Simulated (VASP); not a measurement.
The system is GdN.

```xyz
4
Lattice="2.5350 -2.5350 0.0000 2.5350 2.5350 0.0000 0.0000 0.0000 5.0700" Properties=species:S:1:pos:R:3 pbc="T T T"
Gd    0.0000    0.0000    0.0000
Gd    2.5350    0.0000    2.5350
N     2.5350    0.0000    0.0000
N     0.0000    0.0000    2.5350
```

The cell comes from a database or a generator and needn't be the stable form of this composition.

Base run:

* Program: VASP 6.6.1
* Functional: PBE
* Potentials or basis: VASP PAW PBE potentials, release 64 (Gd, N)
* Cutoff: 520 eV
* k mesh: 8 × 8 × 6
* Occupations: fermi-dirac, width 0.05 eV
* Spin: collinear spin, antiferromagnetic start
* Starting moments: [7.0, -7.0, 0.0, 0.0] μB
* Hubbard terms: Gd f U = 6 eV

Its results: band gap on the k mesh 0.10 eV; pressure -5.2 GPa; net moment 0.00 μB per cell; site moments Gd +6.86, -6.86; N -0.04, +0.04 μB.

Task: The run is repeated on the same cell with these changes: spin from collinear spin, antiferromagnetic start to collinear spin, ferromagnetic start; moments at the start from [7.0, -7.0, 0.0, 0.0] to [7.0, 7.0, 0.0, 0.0]. What comes out?

Result: Band gap on the k mesh none (metal or under the smearing width); pressure -5.3 GPa; net moment 14.00 μB per cell; site moments Gd +6.87; N -0.11 μB.

Caveats: spin-orbit coupling is left out, which moves the levels of the heavy elements.

A k mesh can miss the band edges.

Not every run made on this cell is shown here.
